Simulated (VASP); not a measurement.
All values below come from PBE GGA, VASP's PBE PAW potentials (set 64) (plane waves; VASP). Each cell was relaxed at this level, without spin-orbit coupling.

Question: Which of these comes out without a gap?
A. SnO2, P4_2/mnm (136)
B. KF, Fm-3m (225)
C. Tl, P6_3/mmc (194)
D. SnSe2, P-3m1 (164)

Answer: C, Tl, P6_3/mmc (194). The others have gaps of 0.68 eV (SnSe2, P-3m1 (164)), 0.64 eV (SnO2, P4_2/mnm (136)), 5.95 eV (KF, Fm-3m (225)).
